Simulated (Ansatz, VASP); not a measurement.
## One calculation of B5Ru, two programs

File INCAR:

```
SYSTEM = B5Ru
PREC     = Accurate       ! precision mode
ENCUT    = 600            ! plane-wave cutoff, eV
EDIFF    = 1E-6           ! SCF threshold, eV
ISMEAR   = 0              ! smearing method
SIGMA    = 0.1            ! smearing width, eV
LREAL    = .False.        ! projectors in reciprocal space
LASPH    = .True.         ! aspherical terms in the spheres
NELM     = 80             ! most SCF steps
ALGO     = Normal         ! electronic algorithm
ISIF     = 3              ! what is computed and relaxed
LWAVE    = .False.        ! write WAVECAR
LCHARG   = .False.        ! write CHGCAR
GGA      = PE             ! functional
IBRION   = 2              ! ionic algorithm
NSW      = 100            ! ionic steps
EDIFFG   = -0.01          ! ionic threshold
```

The input KPOINTS:

```
regular mesh
0
Gamma
  12 12 12
  0 0 0
```

Contents of POSCAR:

```
B5Ru
1.0
    0.0000000000      2.8030197821      2.8030197821
    2.8030197821      0.0000000000      2.8030197821
    2.8030197821      2.8030197821      0.0000000000
B Ru
5 1
Direct
    0.1229715558      0.1229715558      0.6310853325
    0.1229715558      0.6310853325      0.1229715558
    0.7500000000      0.7500000000      0.7500000000
    0.1229715558      0.1229715558      0.1229715558
    0.6310853325      0.1229715558      0.1229715558
    0.5000000000      0.5000000000      0.5000000000
```

Input for Ansatz:

```yaml
crystal:
  lattice:
    - [0.0, 2.8030197821, 2.8030197821]
    - [2.8030197821, 0.0, 2.8030197821]
    - [2.8030197821, 2.8030197821, 0.0]
  atoms:
    - { symbol: B, position: [0.1229715558, 0.1229715558, 0.6310853325] }
    - { symbol: B, position: [0.1229715558, 0.6310853325, 0.1229715558] }
    - { symbol: B, position: [0.75, 0.75, 0.75] }
    - { symbol: B, position: [0.1229715558, 0.1229715558, 0.1229715558] }
    - { symbol: B, position: [0.6310853325, 0.1229715558, 0.1229715558] }
    - { symbol: Ru, position: [0.5, 0.5, 0.5] }
basis:
  ecutwfc: 420
kpoints:
  mp_grid: { grid: [12, 12, 12] }
hamiltonian:
  xc: pbe
scf:
  occupations: { method: gaussian, width: 0.1 }
output:
  forces: true
  stress: true
  eigenvalues: true
  write_density: true
  write_potential: true
  elf: true
  volumetric_format: npy
relax:
  adjacent_minimum: "off"
  f_tol: 0.01
  max_steps: 80
  cell: { stress_tol: 0.05 }
```

Change from the starting cell: species swapped into the HfNi5 type (F-43m, No. 216).

Alike in both runs: task relaxation of cell and atoms; functional PBE; k mesh 12 × 12 × 12; occupations gaussian, width 0.1 eV; no spin polarisation.

|  | VASP | Ansatz |
| --- | --- | --- |
| version | VASP 6.6.1 | Ansatz 0.2.0 |
| potentials or method | VASP PAW PBE potentials, release 64 (B, Ru_pv) | scalar-relativistic, plane waves, PAW |
| plane-wave cutoff (eV) | 600 | 420 |
| valence electrons in the cell | 29 | 31 |

```tsv
	VASP	Ansatz	Ansatz less VASP
gap on the k mesh at the Fermi level, each at its own relaxed structure (eV)	none	none	-
relaxed volume (Å³/atom)	7.33	7.33	-0.001
relaxed cell length with the largest relative difference (Å)	3.962	3.962	-0.0002
```

A gap of «none» marks a metal or a gap that the smearing closes. The two sets of potentials don't hold the same shells in valence.
